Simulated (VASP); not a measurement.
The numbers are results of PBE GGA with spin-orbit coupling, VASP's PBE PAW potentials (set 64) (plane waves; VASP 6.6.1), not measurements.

VASP ran on this input.

INCAR:
```
LORBIT  =  11
LREAL  =  F
EDIFF  =  1E-6
ISIF  =  2   # forces and stress, cell fixed
LWAVE  =  F
ENCUT  =  300
GGA_COMPAT  =  F
LCHARG  =  F
ISMEAR  =  0
MAGMOM  =  6*0.0
LMAXMIX  =  6
GGA  =  PE   # PBE
LASPH  =  T   # aspherical one-centre terms
PREC  =  Accurate
LNONCOLLINEAR  =  T
LSORBIT  =  T
NELM  =  100   # most electronic steps
ALGO  =  Normal
SIGMA  =  0.2
SYSTEM  =  Ta
```

### POSCAR
```
Ta
1.0
  0.0000000000   2.9627420000   2.9627420000
  2.9627420000   0.0000000000   2.9627420000
  2.9627420000   2.9627420000   0.0000000000
Ta
2
Cart
  4.4441130000   4.4441130000   4.4441130000
  2.9627420000   2.9627420000   2.9627420000
```

**KPOINTS**
```
K-points
0
G
 13 13 13
```

POTCAR, in this order: Ta_pv (PBE.64 set). Program: vasp_ncl.

Output of the run:

File OUTCAR:
```
 ion  position               nearest neighbor table
   1  0.750  0.750  0.750-   2 2.57   2 2.57   2 2.57   2 2.57
   2  0.500  0.500  0.500-   1 2.57   1 2.57   1 2.57   1 2.57
  LATTYP: Found a face centered cubic cell.
 ALAT       =     5.9254840000
 Subroutine PRICEL returns:
 Original cell was already a primitive cell.
 Subroutine GETGRP returns: Found 48 space group operations
The static configuration has the point symmetry T_d .
 The point group associated with its full space group is O_h .
The dynamic configuration has the point symmetry T_d .
The overall configuration has the point symmetry T_d .
 Subroutine INISYM returns: Found 48 space group operations
 Subroutine IBZKPT returns following result:
 Found     84 irreducible k-points:

 Following reciprocal coordinates:
            Coordinates               Weight
  0.000000  0.000000  0.000000      1.000000
  0.076923  0.000000  0.000000      8.000000
  0.153846  0.000000  0.000000      8.000000
  0.230769  0.000000  0.000000      8.000000
  0.307692  0.000000  0.000000      8.000000
  0.384615  0.000000  0.000000      8.000000
  0.461538  0.000000  0.000000      8.000000
...
```

### OSZICAR
```
       N       E                     dE             d eps       ncg     rms          rms(c)
DAV:   1     0.153867675065E+03    0.15387E+03   -0.96557E+03  5592   0.971E+02
DAV:   2    -0.129505181073E+02   -0.16682E+03   -0.16153E+03  5854   0.329E+02
DAV:   3    -0.193964607578E+02   -0.64459E+01   -0.59620E+01  6544   0.588E+01
DAV:   4    -0.195600209648E+02   -0.16356E+00   -0.16158E+00  6012   0.803E+00
DAV:   5    -0.195650646602E+02   -0.50437E-02   -0.50408E-02  6654   0.119E+00    0.149E+01
DAV:   6    -0.193500505245E+02    0.21501E+00   -0.33880E-01  5762   0.511E+00    0.808E+00
DAV:   7    -0.192964850735E+02    0.53565E-01   -0.16019E-01  5914   0.393E+00    0.184E+00
DAV:   8    -0.192939216908E+02    0.25634E-02   -0.67551E-03  5586   0.673E-01    0.699E-01
DAV:   9    -0.192931634651E+02    0.75823E-03   -0.31299E-03  5632   0.340E-01    0.718E-02
DAV:  10    -0.192932129255E+02   -0.49460E-04   -0.11193E-04  6222   0.684E-02    0.214E-02
DAV:  11    -0.192932177984E+02   -0.48729E-05   -0.44773E-06  5170   0.171E-02    0.361E-03
DAV:  12    -0.192932177871E+02    0.11220E-07   -0.20044E-07  3114   0.459E-03
   1 F= -.19293218E+02 E0= -.19257397E+02  d E =-.716417E-01  mag=    -0.0000     0.0000    -0.0000
```

**OUTCAR**
```
------------------------ aborting loop because EDIFF is reached ----------------------------------------
  FORCE on cell =-STRESS in cart. coord.  units (eV):
  Direction    XX          YY          ZZ          XY          YZ          ZX
  --------------------------------------------------------------------------------------
  Total        2.1627812      2.1627812      2.1627812     -0.0000000      0.0000000      0.0000000
  in kB       66.6210814     66.6210814     66.6210814     -0.0000000      0.0000000      0.0000000
  external PRESSURE =      66.6210814 kB  Pullay stress =       0.0000000 kB
  volume of cell :       52.01
      direct lattice vectors                 reciprocal lattice vectors
     0.000000000  2.962742000  2.962742000    -0.168762585  0.168762585  0.168762585
     2.962742000  0.000000000  2.962742000     0.168762585 -0.168762585  0.168762585
     2.962742000  2.962742000  0.000000000     0.168762585  0.168762585 -0.168762585
 POSITION                                       TOTAL-FORCE (eV/Angst)
 -----------------------------------------------------------------------------------
      4.44411      4.44411      4.44411        -0.000000     -0.000000     -0.000000
      2.96274      2.96274      2.96274         0.000000      0.000000      0.000000
 -----------------------------------------------------------------------------------
    total drift:                               -0.000000      0.000000      0.000000
  FREE ENERGIE OF THE ION-ELECTRON SYSTEM (eV)
  ---------------------------------------------------
  free  energy   TOTEN  =       -19.2932177871 eV

  energy  without entropy=      -19.2215760908  energy(sigma->0) =      -19.25739694

 total charge

# of ion       s       p       d       tot
------------------------------------------
    1        0.483   6.018   2.635   9.135
    2        0.483   6.018   2.635   9.135
--------------------------------------------------
tot          0.966  12.036   5.269  18.271

 magnetization (x)

# of ion       s       p       d       tot
------------------------------------------
    1       -0.000  -0.000   0.000   0.000
    2       -0.000   0.000  -0.000  -0.000
--------------------------------------------------
tot         -0.000  -0.000   0.000  -0.000

 magnetization (y)

# of ion       s       p       d       tot
------------------------------------------
    1       -0.000  -0.000  -0.000  -0.000
    2       -0.000  -0.000  -0.000  -0.000
--------------------------------------------------
tot         -0.000  -0.000  -0.000  -0.000

 magnetization (z)

# of ion       s       p       d       tot
------------------------------------------
    1       -0.000   0.000  -0.000  -0.000
    2       -0.000  -0.000  -0.000  -0.000
--------------------------------------------------
tot         -0.000   0.000  -0.000  -0.000

 Ion:    1  E_soc:     -1.4893869

 Ion:    2  E_soc:     -1.4893869
```
(Selected blocks of OUTCAR.)

At this cut-off the stress carries a Pulay error, which pulls relaxed volumes low.

The structure was generated: Ta was put into an ordered model structure, which need not be its known phase. The cell was not relaxed at this level. The run is one of a series of settings (GGA_COMPAT = .FALSE., LNONCOLLINEAR = .TRUE., LSORBIT = .TRUE., MAGMOM = 0.0 0.0 0.0 0.0 0.0 0.0, program vasp_ncl against the base run), some of them coarse on purpose.
